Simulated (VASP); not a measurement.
IrPd$_{3}$ (ordered alloy cell): computed properties

The numbers are results of PBEsol GGA, VASP's PBE PAW potentials (set 64) (plane waves; VASP), not measurements.

For IrPd3, the space group is R-3m (166) and the cell comes out as a = 2.731 Å, b = 2.731 Å, c = 26.635 Å, α = 90.00°, β = 90.00°, γ = 120.00°. The volume per atom comes out as 14.33 Å³/atom. The band gap (over mesh and band path) is none (metal, semimetal or under 0.01 eV). The density comes out as 14.81 g/cm³.

```
IrPd3
1.0
    0.00000     1.93086     1.93086
    1.93086     0.00000     1.93086
    7.70040     7.70040     0.02303
Pd Ir
3 1
Direct
  0.00429   0.00429   0.99678
  0.00000   0.00000   0.25000
  0.99571   0.99571   0.50322
  0.00000   0.00000   0.75000
```

Unless said otherwise, spin-orbit coupling is left out, though it shifts the bands of the heavy elements here.

The structure was generated: IrPd3 was put into an ordered model structure (R-3m), which need not be its known phase. It was relaxed first. Symmetry was kept, so distortions that lower it aren't found. The electron count is odd and the run is not spin-polarised, which forces a metal.
